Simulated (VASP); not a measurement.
Given:

```xyz
5
Lattice="6.3363 0.0000 0.0000 0.0000 6.3363 0.0000 0.0000 0.0000 6.3363" Properties=species:S:1:pos:R:3 pbc="T T T"
Cs     0.0000     0.0000     0.0000
Sn     3.1682     3.1682     3.1682
I      3.1682     0.0000     3.1682
I      0.0000     3.1682     3.1682
I      3.1682     3.1682     0.0000
```

Calculation: PBE GGA, VASP's PBE PAW potentials (set 64) (plane waves; VASP). Run with 300 eV cut-off, 3×3×3 Γ-centred mesh, Fermi-Dirac smearing of 0.050 eV, potentials Cs_sv Sn_d I.

At this cut-off the stress carries a Pulay error, which pulls relaxed volumes low. Energy and stress use the plane-wave basis of the starting cell.

**Question.** The ions, cell shape and volume are relaxed. Which structure does the run end with?

**Answer.** 
```xyz
5
Lattice="6.2326 0.0000 0.0000 0.0000 6.2326 0.0000 0.0000 0.0000 6.2326" Properties=species:S:1:pos:R:3 pbc="T T T"
Cs     0.0000     0.0000     0.0000
Sn     3.1163     3.1163     3.1163
I      3.1163     0.0000     3.1163
I      0.0000     3.1163     3.1163
I      3.1163     3.1163     0.0000
```
Space group Pm-3m (221), at a tolerance of 0.03 Å.

**Question.** How do energy and volume change from the first to the last step?

**Answer.** The energy (σ→0) changes by -5.9 meV/atom and the volume by -4.8 %, in 3 ionic steps.

The structure is a typed CsSnI3 crystal (Pm-3m). This run relaxes it. Symmetry was kept, so distortions that lower it aren't found. The run is one of a series of settings (EDIFFG = -0.01, IBRION = 2, ISIF = 3, NSW = 50 against the base run), some of them coarse on purpose.
